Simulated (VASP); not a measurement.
Set up this calculation in VASP 6.6.1, as the native input.

* Task: band structure
* Functional: TB-mBJ
* Potentials or basis: VASP PAW PBE potentials, release 64 (Mn_pv, Si, Se)
* Cutoff: 520 eV
* k mesh: 5 × 5 × 5
* Occupations: fermi-dirac, width 0.05 eV
* Spin: collinear spin, ferromagnetic start
* Starting moments: [4.0, 0.0, 0.0, 0.0, 0.0] μB
* Further INCAR settings: ALGO = Normal; EDIFF = 1e-07; NBANDS = 30

Crystal: MnSiSe3.

```
Mn Si Se
1.0
     4.83412    0.00000    0.00000
     0.00000    4.83412    0.00000
     0.00000    0.00000    4.83412
Mn Si Se
1 1 3
Cartesian
  0.0000 0.0000 0.0000
  2.4171 2.4171 2.4171
  0.0000 2.4171 2.4171
  2.4171 0.0000 2.4171
  2.4171 2.4171 0.0000
```

The cell was built by a generator and needn't be a form met in nature.

One way to write it, as run:

POSCAR

```
MnSiSe3
1.0
    4.8341200000      0.0000000000      0.0000000000
    0.0000000000      4.8341200000      0.0000000000
    0.0000000000      0.0000000000      4.8341200000
Mn Si Se
1 1 3
Direct
    0.0000000000      0.0000000000      0.0000000000
    0.5000000000      0.5000000000      0.5000000000
    0.0000000000      0.5000000000      0.5000000000
    0.5000000000      0.0000000000      0.5000000000
    0.5000000000      0.5000000000      0.0000000000
```

INCAR.step1

```
SYSTEM = MnSiSe3
PREC = Accurate
ENCUT = 520
EDIFF = 1E-5
ISMEAR = -1
SIGMA = 0.05
LREAL = .False.
LASPH = .True.
NELM = 150
ALGO = Normal
ISIF = 2
LWAVE = .True.
LCHARG = .False.
ISPIN = 2
MAGMOM = 4 0 0 0 0
LORBIT = 11
LMAXMIX = 4
NBANDS = 30
GGA = PE
```

INCAR.step2

```
SYSTEM = MnSiSe3
PREC = Accurate
ENCUT = 520
EDIFF = 1E-7
ISMEAR = -1
SIGMA = 0.05
LREAL = .False.
LASPH = .True.
NELM = 150
ALGO = Normal
ISIF = 2
LWAVE = .False.
LCHARG = .False.
ISPIN = 2
MAGMOM = 4 0 0 0 0
LORBIT = 11
LMAXMIX = 4
METAGGA = MBJ
NBANDS = 30
ISTART = 1
```

KPOINTS

```
regular mesh
0
Gamma
  5 5 5
  0 0 0
```

KPOINTS_OPT

```
path GXMGRX,MR
10
line-mode
reciprocal
 0.0000000000  0.0000000000  0.0000000000  G
 0.0000000000  0.5000000000  0.0000000000  X

 0.0000000000  0.5000000000  0.0000000000  X
 0.5000000000  0.5000000000  0.0000000000  M

 0.5000000000  0.5000000000  0.0000000000  M
 0.0000000000  0.0000000000  0.0000000000  G

 0.0000000000  0.0000000000  0.0000000000  G
 0.5000000000  0.5000000000  0.5000000000  R

 0.5000000000  0.5000000000  0.5000000000  R
 0.0000000000  0.5000000000  0.0000000000  X

 0.5000000000  0.5000000000  0.0000000000  M
 0.5000000000  0.5000000000  0.5000000000  R
```

Potentials or basis: VASP PAW PBE potentials, release 64 (Mn_pv, Si, Se).

Command:

```bash
$ cat potpaw_PBE.64/Mn_pv/POTCAR potpaw_PBE.64/Si/POTCAR potpaw_PBE.64/Se/POTCAR > POTCAR
$ cp INCAR.step1 INCAR
$ mpirun -np 1 vasp_std > vasp.out
$ cp INCAR.step2 INCAR
$ mpirun -np 1 vasp_std > vasp.out
```

Results of the run:

The band gap along the path is none (metal or under the smearing width), the net moment is 4.84 μB per cell and the site moments are Mn +4.56; Si +0.03; Se +0.01 μB. The valence electrons inside the program's atomic spheres are Mn 11.07; Si 1.35; Se 4.11.

Caveat: a cell with one magnetic atom can't hold antiferromagnetic order, which such compounds often take; semilocal functionals often make such compounds metallic where correlation or magnetic order opens a gap, which also shifts bond lengths.

Run time: 5 min on 1 thread of Intel(R) Xeon(R) Platinum 8488C (Sapphire Rapids), with other jobs on the host, peak memory 0.3 GiB.
